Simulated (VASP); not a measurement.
The input files of a VASP run:

File POSCAR:
```
MgI2
1.0
  4.1500000000   0.0000000000   0.0000000000
 -2.0750000000   3.5940050000   0.0000000000
  0.0000000000   0.0000000000   6.8600000000
Mg I
1 2
Cartesian
  0.0000000000   0.0000000000   0.0000000000
 -0.0000020750   2.3960045313   1.6601200000
  2.0750020750   1.1980004687   5.1998800000
```

INCAR:
```
LASPH  =  .True.   # aspherical one-centre terms
EDIFFG  =  -0.02
LUSE_VDW  =  .True.
AGGAC  =  0.0
SIGMA  =  0.05
IBRION  =  2
SYSTEM  =  MgI2
PARAM1  =  0.1833333333
NSW  =  60   # most ionic steps
EDIFF  =  1E-6
ENCUT  =  480
LCHARG  =  .False.
LREAL  =  .False.   # projection in real space or not
PARAM2  =  0.22
GGA  =  BO
ISMEAR  =  0   # Gaussian
PREC  =  Accurate
ALGO  =  Normal   # blocked Davidson
NELM  =  100   # most electronic steps
LMAXMIX  =  4   # l cut-off of mixed one-centre charges
LWAVE  =  .False.
ISIF  =  3   # ions, shape and volume
```

**KPOINTS**
```
K-points
0
Gamma
  6 6 3
```

POTCAR, in this order: Mg I (PBE.64 set). Program: vasp_std.

Question: Write an equivalent input for Quantum ESPRESSO's pw.x.

Answer: One equivalent input (not run):
```
&CONTROL
  calculation = 'vc-relax'
  pseudo_dir = './pseudo'
  outdir = './out'
  tprnfor = .true.
  tstress = .true.
  nstep = 60
  forc_conv_thr = 0.00078
/
&SYSTEM
  ibrav = 0
  nat = 3
  ntyp = 2
  ecutwfc = 84
  occupations = 'smearing'
  smearing = 'gaussian'
  degauss = 0.003675
  input_dft = 'vdw-df-obk8'
/
&ELECTRONS
  conv_thr = 7.3e-08
  electron_maxstep = 100
/
&IONS
/
&CELL
/
ATOMIC_SPECIES
  Mg 24.305 Mg.upf
  I 126.904 I.upf
CELL_PARAMETERS angstrom
     4.1500000    0.0000000    0.0000000
    -2.0750000    3.5940050    0.0000000
     0.0000000    0.0000000    6.8600000
ATOMIC_POSITIONS crystal
  Mg   0.0000000  0.0000000  0.0000000
  I    0.3333330  0.6666670  0.2420000
  I    0.6666670  0.3333330  0.7580000
K_POINTS automatic
  6 6 3 0 0 0
```
Limits of the translation: the potentials are each code's own (VASP's PAW set, PseudoDojo norm-conserving files in pw.x), so ENCUT and ecutwfc are chosen apart and not converted; conv_thr bounds pw.x's estimated SCF error, while EDIFF bounds the energy change between steps; forc_conv_thr acts on force components and is met together with etot_conv_thr.

The compound is MgI2 in the 1T layered structure. This run relaxes it. Symmetry was kept, so distortions that lower it aren't found. The start is the result of an earlier pass.
